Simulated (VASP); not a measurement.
An input for Quantum ESPRESSO's pw.x (written as the equivalent of a VASP run, and not itself run):

```
&CONTROL
  calculation = 'scf'
  pseudo_dir = './pseudo'
  outdir = './out'
  tprnfor = .true.
  tstress = .true.
/
&SYSTEM
  ibrav = 0
  nat = 6
  ntyp = 2
  ecutwfc = 76
  occupations = 'smearing'
  smearing = 'fermi-dirac'
  degauss = 0.003675
  input_dft = 'pbesol'
/
&ELECTRONS
  conv_thr = 7.3e-08
  electron_maxstep = 100
/
ATOMIC_SPECIES
  Rb 85.468 Rb.upf
  Au 196.967 Au.upf
CELL_PARAMETERS angstrom
     5.7620000    0.0000000    0.0000000
    -2.8810000    4.9900380    0.0000000
     0.0000000    0.0000000    4.4420000
ATOMIC_POSITIONS crystal
  Rb   0.0000000  0.0000000  0.0000000
  Au   0.3333330  0.6666670  0.0000000
  Au   0.6666670  0.3333330  0.0000000
  Au   0.5000000  0.0000000  0.5000000
  Au   0.5000000  0.5000000  0.5000000
  Au   0.0000000  0.5000000  0.5000000
K_POINTS automatic
  1 1 2 0 0 0
```

Problem. Write the VASP files for the same calculation (PBEsol).

Solution. Several could match; the one computed here: 
File POSCAR:
```
RbAu5
1
    5.7620000000     0.0000000000     0.0000000000
   -2.8810000000     4.9900380000     0.0000000000
    0.0000000000     0.0000000000     4.4420000000
Rb Au
1 5
Direct
  0.0000000000   0.0000000000   0.0000000000
  0.3333330000   0.6666670000   0.0000000000
  0.6666670000   0.3333330000   0.0000000000
  0.5000000000   0.0000000000   0.5000000000
  0.5000000000   0.5000000000   0.5000000000
  0.0000000000   0.5000000000   0.5000000000
```

INCAR:
```
# general
SYSTEM =RbAu5
PREC   =Accurate
ENCUT  =300   # plane-wave cut-off (eV)
LREAL  =.FALSE.
LASPH  =.TRUE.   # aspherical one-centre terms

# electronic loop
EDIFF  =1E-6   # SCF stop (eV)
NELM   =100
ALGO   =Normal   # blocked Davidson
LMAXMIX=6

# smearing
ISMEAR =-1   # Fermi-Dirac
SIGMA  =0.05   # width (eV)

# functional
GGA    =PS   # PBEsol

# ions
ISIF   =2   # forces and stress, cell fixed

# output
LWAVE  =.FALSE.
LCHARG =.FALSE.
```

File KPOINTS:
```
Regular mesh
0
G
1 1 2
```

POTCAR, in this order: Rb_sv Au (PBE.64 set). Program: vasp_std.

Limits of the translation: the potentials are each code's own (VASP's PAW set, PseudoDojo norm-conserving files in pw.x), so ENCUT and ecutwfc are chosen apart and not converted; conv_thr bounds pw.x's estimated SCF error, while EDIFF bounds the energy change between steps.

The structure comes from a measured RbAu5 entry (P6/mmm) of the Crystallography Open Database, whose conditions weren't checked. The cell was not relaxed at this level. The k-mesh is coarse (spacing up to 1.26 per Å, 2π included), so the numbers may not be converged in it. The run is one of a series of settings (KPOINTS 1×1×2 Γ-centred mesh against the base run), some of them coarse on purpose.
